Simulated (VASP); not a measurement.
Here is a VASP 6.6.1 calculation.

Contents of INCAR:

```
ALGO     = Fast           # electronic algorithm
EDIFF    = 1E-4           # SCF threshold, eV
EDIFFG   = -0.08          # ionic threshold
ENCUT    = 520            # plane-wave cutoff, eV
GGA      = PE             # functional
IBRION   = 2              # ionic algorithm
ISIF     = 3              # what is computed and relaxed
ISMEAR   = 0              # smearing method
LASPH    = T              # aspherical terms in the spheres
LCHARG   = F              # write CHGCAR
LREAL    = F              # projectors in reciprocal space
LWAVE    = F              # write WAVECAR
NELM     = 60             # most SCF steps
NSW      = 24             # ionic steps
PREC     = Normal         # precision mode
SIGMA    = 0.15           # smearing width, eV
```

Contents of KPOINTS:

```
k-points
0
Gamma
  4 4 2
```

File POSCAR:

```
BeCd2S3
1.0
    3.8347747600      0.0000000000      0.0000000000
    0.0000000000      3.8347747600      0.0000000000
    0.0000000000      0.0000000000      8.4598786700
Be Cd S
1 2 3
Direct
    0.5000000000      0.5000000000      0.0000000000
    0.5000000000      0.0000000000      0.7391930200
    0.0000000000      0.5000000000      0.2608069800
    0.5000000000      0.0000000000      0.3837740100
    0.0000000000      0.5000000000      0.6162259900
    0.0000000000      0.0000000000      0.0000000000
```

Potentials or basis: VASP PAW PBE potentials, release 64 (Be, Cd, S).

The run is started by

```bash
$ cat potpaw_PBE.64/Be/POTCAR potpaw_PBE.64/Cd/POTCAR potpaw_PBE.64/S/POTCAR > POTCAR
$ mpirun -np 1 vasp_std > vasp.out
```

(1) Estimate the space group after relaxing (to 0.05 Å).

(2) Estimate the relaxed volume.

Results:

(1) P-4m2 (No. 115).

(2) 22.77 Å³/atom.

Caveat: the k mesh is coarse (spacing up to 0.41 Å⁻¹), so the values aren't converged.
